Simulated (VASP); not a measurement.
Ni, 1 atom in the cell. It takes space group Fm-3m (No. 225, cubic). Conventional cell: a = 3.444 Å, b = 3.444 Å, c = 3.444 Å, α = 90.00°, β = 90.00°, γ = 90.00°. Ni (site symmetry m-3m) is surrounded by 12 Ni at 2.43 Å.  The cell isn't the ideal one: a relaxed cell with its volume scaled by 0.94.

```yaml
Program: VASP 6.6.1
Task: single point
Functional: PBE
Potentials_or_basis: VASP PAW PBE potentials, release 64 (Ni)
Cutoff: 350 eV
k_mesh: 20 × 20 × 20
Occupations: gaussian, width 0.1 eV
Spin: collinear spin, ferromagnetic start
Starting_moments: "[0.8] μB"
Further_INCAR_settings: ALGO = Normal; EDIFF = 1e-07; NBANDS = 15
```

Potentials or basis: VASP PAW PBE potentials, release 64 (Ni).

Launch:

```bash
$ cat potpaw_PBE.64/Ni/POTCAR > POTCAR
$ mpirun -np 1 vasp_std > vasp.out
```

Hardware: 1 thread of AMD EPYC 9R14 (Zen 4), on a shared host.

How long does it take, and how much memory?

Wall time 38 s on 1 thread of AMD EPYC 9R14 (Zen 4), on a shared host, peak memory 0.11 GiB. Counts: scf iterations 13, k points 256.
